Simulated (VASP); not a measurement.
All values below come from LDA (Ceperley-Alder, Perdew-Zunger), VASP's LDA PAW potentials (set 64) (plane waves; VASP).

A VASP calculation is set up with these files.

### KPOINTS
```
Automatic
0
gamma
7 7 2
0 0 0
```

**POSCAR**
```
MoTe2
1
    1.7376890097    -3.0097652472     0.0000000000
    1.7376890097     3.0097652472     0.0000000000
    0.0000000000     0.0000000000    13.7435121278
Te Mo
4 2
Direct
  0.3333330000   0.6666670000   0.8808696942
  0.6666670000   0.3333330000   0.3808696942
  0.6666670000   0.3333330000   0.1191303058
  0.3333330000   0.6666670000   0.6191303058
  0.3333330000   0.6666670000   0.2500000000
  0.6666670000   0.3333330000   0.7500000000
```

### INCAR
```
SYSTEM = MoTe2
PREC = Accurate
ENCUT = 500
EDIFF = 1E-6
NELM = 100
ALGO = Normal
LREAL = .FALSE.
LASPH = .TRUE.
ISMEAR = 0
SIGMA = 0.05
LMAXMIX = 4
LWAVE = .FALSE.
LCHARG = .FALSE.
IBRION = 2
ISIF = 3
NSW = 40
EDIFFG = -0.02
PSTRESS = 50
```

POTCAR, in this order: Te Mo_sv (LDA.64 set). Program: vasp_std.

Energy and stress use the plane-wave basis of the starting cell.

Task: What does the run give for the energy per atom (σ→0), volume per atom?

Result: 
```yaml
energy per atom (σ→0): -6.851 eV/atom
volume_per_atom: 22.08 Å^3/atom
```

**OSZICAR**
```
...
DAV:   1    -0.411053089592E+02   -0.44455E-02   -0.29933E-02  1014   0.126E+00    0.208E-01
DAV:   2    -0.411046331385E+02    0.67582E-03   -0.25144E-03  1045   0.339E-01    0.777E-02
DAV:   3    -0.411045020283E+02    0.13111E-03   -0.64724E-04  1214   0.111E-01    0.665E-02
DAV:   4    -0.411044730925E+02    0.28936E-04   -0.12943E-04  1179   0.641E-02    0.367E-02
DAV:   5    -0.411044677187E+02    0.53737E-05   -0.33088E-05  1244   0.330E-02    0.318E-02
DAV:   6    -0.411044647328E+02    0.29859E-05   -0.31343E-05  1153   0.261E-02    0.660E-03
DAV:   7    -0.411044644543E+02    0.27857E-06   -0.22650E-06   691   0.904E-03
  11 F= -.36970252E+02 E0= -.36970252E+02  d E =-.156536E-03
```

The compound is MoTe2 in the 2H layered structure. This run relaxes it under an external pressure of 5 GPa. Symmetry was kept, so distortions that lower it aren't found.
